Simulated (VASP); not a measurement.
OSZICAR of a VASP run on SrTiO₃ (space group Pm-3m):

### OSZICAR
```
       N       E                     dE             d eps       ncg     rms          rms(c)
DAV:   1     0.460351759017E+03    0.46035E+03   -0.22144E+04   480   0.186E+03
DAV:   2    -0.317954042886E+01   -0.46353E+03   -0.45687E+03   568   0.511E+02
DAV:   3    -0.519681035933E+02   -0.48789E+02   -0.48718E+02   712   0.151E+02
DAV:   4    -0.540284365268E+02   -0.20603E+01   -0.20596E+01   688   0.281E+01
DAV:   5    -0.540848498840E+02   -0.56413E-01   -0.56412E-01   664   0.379E+00    0.286E+01
DAV:   6    -0.443204740435E+02    0.97644E+01   -0.64634E+01   712   0.755E+01    0.182E+01
DAV:   7    -0.442743250618E+02    0.46149E-01   -0.84966E+00   592   0.233E+01    0.114E+01
DAV:   8    -0.442759929615E+02   -0.16679E-02   -0.18906E+00   600   0.153E+01    0.302E+00
DAV:   9    -0.441771785486E+02    0.98814E-01   -0.48172E-01   584   0.752E+00    0.836E-01
DAV:  10    -0.441802237964E+02   -0.30452E-02   -0.11589E-01   688   0.249E+00    0.697E-01
DAV:  11    -0.441746361673E+02    0.55876E-02   -0.57566E-02   712   0.190E+00    0.217E-01
DAV:  12    -0.441741652404E+02    0.47093E-03   -0.37142E-03   600   0.730E-01    0.562E-02
DAV:  13    -0.441741836357E+02   -0.18395E-04   -0.24536E-04   624   0.125E-01    0.406E-02
DAV:  14    -0.441741742651E+02    0.93706E-05   -0.66109E-05   744   0.559E-02    0.721E-03
DAV:  15    -0.441741743967E+02   -0.13156E-06   -0.33582E-06   576   0.131E-02    0.263E-03
DAV:  16    -0.441741743720E+02    0.24682E-07   -0.29236E-07   864   0.357E-03    0.285E-03
DAV:  17    -0.441741743161E+02    0.55917E-07   -0.28175E-07   592   0.766E-03    0.110E-03
DAV:  18    -0.441741743119E+02    0.42128E-08   -0.35805E-08   536   0.137E-03
   1 F= -.44174174E+02 E0= -.44174174E+02  d E =-.441742E+02
```

Question: Which electronic solver shows in the log?

Answer: It is blocked Davidson (ALGO = Normal, or the opening steps of other solvers). The INCAR had ALGO = Normal.

Question: Can the final energy be trusted as converged?

Answer: Self-consistency was reached. It stopped with EDIFF = 1E-8, NELM = 100, NSW = 30 and EDIFFG = -0.001 after 1 ionic step (LDA (Ceperley-Alder, Perdew-Zunger), plane waves, VASP's LDA PAW potentials (set 64)).

The structure comes from a computed database's SrTiO3 entry (Pm-3m); how it stands against other phases isn't given here. It was relaxed first. The start is the result of an earlier pass.
